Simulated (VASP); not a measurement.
```
MgI2
1.0
    4.10196     0.00000     0.00000
   -2.05098     3.55240     0.00000
    0.00000     0.00000    17.33512
Mg I
1 2
Direct
  0.00737   0.00245   0.50102
  0.33466   0.66039   0.59679
  0.65798   0.33715   0.40219
```

Level of theory: PBE GGA, VASP's PBE PAW potentials (set 64) (plane waves; VASP). Numerical set-up: 300 eV cut-off, 8×8×1 Γ-centred mesh, first-order Methfessel-Paxton smearing of 0.050 eV, potentials Mg I.

The cell holds a wide vacuum, so values per volume refer to the whole cell.

### Question
Which forces act on the atoms, in eV/Å?

### Answer

```csv
atom,Fx,Fy,Fz
Mg1,-0.090,-0.049,-0.176
I2,-0.008,0.057,0.202
I3,0.098,-0.007,-0.027
```

### Question
Give the stress tensor in GPa (positive for a compressed cell).

### Answer

```
 0.67   0.01  -0.11
 0.01   0.69   0.07
-0.11   0.07   0.23
```
The pressure is its mean diagonal, 0.53 GPa.

The cell is a sheet with vacuum, built from a generated structure.
